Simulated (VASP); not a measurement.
Computed with LDA (Ceperley-Alder, Perdew-Zunger), VASP's LDA PAW potentials (set 64) (plane waves; VASP).

Input for VASP

### KPOINTS
```
k-points along high-symmetry lines
10
Line-mode
Reciprocal
  0.000000   0.000000   0.000000 ! GAMMA
  0.500000   0.000000   0.000000 ! M

  0.500000   0.000000   0.000000 ! M
  0.333333   0.333333   0.000000 ! K

  0.333333   0.333333   0.000000 ! K
  0.000000   0.000000   0.000000 ! GAMMA

  0.000000   0.000000   0.000000 ! GAMMA
  0.000000   0.000000   0.500000 ! A

  0.000000   0.000000   0.500000 ! A
  0.500000   0.000000   0.500000 ! L

  0.500000   0.000000   0.500000 ! L
  0.333333   0.333333   0.500000 ! H

  0.333333   0.333333   0.500000 ! H
  0.000000   0.000000   0.500000 ! A

  0.500000   0.000000   0.500000 ! L
  0.500000   0.000000   0.000000 ! M

  0.333333   0.333333   0.500000 ! H
  0.333333   0.333333   0.000000 ! K
```

INCAR:
```
SYSTEM=WS2
PREC=Accurate; ENCUT=400; LREAL=.FALSE.
LASPH=.TRUE.; ICHARG=11
EDIFF=1E-7; NELM=100; ALGO=Normal
LMAXMIX=6
ISMEAR=0; SIGMA=0.05
LWAVE=.FALSE.; LCHARG=.FALSE.; LORBIT=11
```

### POSCAR
```
WS2
1
    3.1305695942     0.0000000000    -0.0000000000
   -1.5652847971     2.7111524066     0.0000000000
   -0.0000000000     0.0000000000    12.1683002034
W S
2 4
Direct
  0.3333330000   0.6666670000   0.2500000000
  0.6666670000   0.3333330000   0.7500000000
  0.3333330000   0.6666670000   0.6215475425
  0.6666670000   0.3333330000   0.3784524575
  0.6666670000   0.3333330000   0.1215475425
  0.3333330000   0.6666670000   0.8784524575
```

POTCAR, in this order: W_sv S (LDA.64 set). Program: vasp_std. Read from the step before: CHGCAR.

Problem. What will the output report for the number of irreducible k-points (NKPTS), number of bands (NBANDS), largest plane-wave count, number of space-group operations, FFT grid (NGX, NGY, NGZ)?

Solution. 
- number of irreducible k-points (NKPTS): 90
- number of bands (NBANDS): 31
- largest plane-wave count: 1899
- number of space-group operations: 24
- FFT grid (NGX, NGY, NGZ): 20 × 20 × 80

The structure comes from a computed database's WS2 entry (P6_3/mmc); how it stands against other phases isn't given here. It was relaxed first, which changed the volume by -9 %.
